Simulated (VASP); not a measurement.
Computed with PBE GGA, VASP's PBE PAW potentials (set 64) (plane waves; VASP).

A VASP calculation is set up with these files.

### INCAR
```
! general
SYSTEM =FeAl
PREC   =Accurate
ENCUT  =520
LREAL  =.False.
LASPH  =.True.   ! aspherical one-centre terms

! electronic loop
EDIFF  =1E-7   ! SCF stop (eV)
NELM   =100
ALGO   =Normal
LMAXMIX=4

! smearing
ISMEAR =1
SIGMA  =0.1   ! width (eV)

! functional
GGA    =PE   ! PBE

! ions
ISIF   =2

! output
LWAVE  =.False.
LCHARG =.False.
```

**KPOINTS**
```
K-points
0
G
13 13 13
0 0 0
```

### POSCAR
```
FeAl
1
    2.8969549430     0.0000000000     0.0000000000
    0.0000000000     2.8969549430     0.0000000000
    0.0000000000     0.0000000000     2.8969549430
Al Fe
1 1
Direct
  0.5000000000   0.5000000000   0.5000000000
  0.0000000000   0.0000000000   0.0000000000
```

POTCAR, in this order: Al Fe (PBE.64 set). Program: vasp_std.

The run wrote:

**OSZICAR**
```
       N       E                     dE             d eps       ncg     rms          rms(c)
DAV:   1     0.312611732469E+02    0.31261E+02   -0.50421E+03  1520   0.123E+03
DAV:   2    -0.132816198606E+02   -0.44543E+02   -0.43026E+02  1514   0.180E+02
DAV:   3    -0.145422609465E+02   -0.12606E+01   -0.12323E+01  1818   0.403E+01
DAV:   4    -0.145684039308E+02   -0.26143E-01   -0.26074E-01  1889   0.510E+00
DAV:   5    -0.145689609037E+02   -0.55697E-03   -0.55695E-03  1875   0.661E-01    0.137E+01
DAV:   6    -0.169142443330E+02   -0.23453E+01   -0.79455E+01  1718   0.137E+02    0.192E+01
DAV:   7    -0.126397757302E+02    0.42745E+01   -0.39629E+01  1654   0.857E+01    0.253E+00
DAV:   8    -0.126147114937E+02    0.25064E-01   -0.22192E-01  1629   0.558E+00    0.152E+00
DAV:   9    -0.126001916180E+02    0.14520E-01   -0.45445E-02  1815   0.328E+00    0.378E-01
DAV:  10    -0.125997361191E+02    0.45550E-03   -0.98865E-04  1894   0.412E-01    0.154E-01
DAV:  11    -0.125997210400E+02    0.15079E-04   -0.21296E-05  1632   0.465E-02    0.107E-02
DAV:  12    -0.125997200335E+02    0.10064E-05   -0.55669E-06  1992   0.312E-02    0.501E-03
DAV:  13    -0.125997198804E+02    0.15316E-06   -0.28574E-07   903   0.584E-03    0.103E-03
DAV:  14    -0.125997198861E+02   -0.57341E-08   -0.45848E-08   811   0.251E-03
   1 F= -.12599720E+02 E0= -.12599429E+02  d E =-.872583E-03
```

File OUTCAR:
```
------------------------ aborting loop because EDIFF is reached ----------------------------------------
  FORCE on cell =-STRESS in cart. coord.  units (eV):
  Direction    XX          YY          ZZ          XY          YZ          ZX
  --------------------------------------------------------------------------------------
  Total       -0.7515719     -0.7515719     -0.7515719      0.0000000     -0.0000000      0.0000000
  in kB      -49.5285788    -49.5285788    -49.5285788      0.0000000     -0.0000000      0.0000000
  external PRESSURE =     -49.5285788 kB  Pullay stress =       0.0000000 kB
  volume of cell :       24.31
      direct lattice vectors                 reciprocal lattice vectors
     2.896954943  0.000000000  0.000000000     0.345190043  0.000000000  0.000000000
     0.000000000  2.896954943  0.000000000     0.000000000  0.345190043  0.000000000
     0.000000000  0.000000000  2.896954943     0.000000000  0.000000000  0.345190043
 POSITION                                       TOTAL-FORCE (eV/Angst)
 -----------------------------------------------------------------------------------
      1.44848      1.44848      1.44848         0.000000      0.000000      0.000000
      0.00000      0.00000      0.00000         0.000000      0.000000      0.000000
 -----------------------------------------------------------------------------------
    total drift:                               -0.000000      0.000000      0.000000
  FREE ENERGIE OF THE ION-ELECTRON SYSTEM (eV)
  ---------------------------------------------------
  free  energy   TOTEN  =       -12.5997198861 eV

  energy  without entropy=      -12.5988473031  energy(sigma->0) =      -12.59942903
```
(Selected blocks of OUTCAR.)

The compound is FeAl in the CsCl type structure. This cell is one point of a volume scan, at 1.03 of the reference volume. The run is not spin-polarised, so no magnetic state was tried. The electron count is odd and the run is not spin-polarised, which forces a metal.
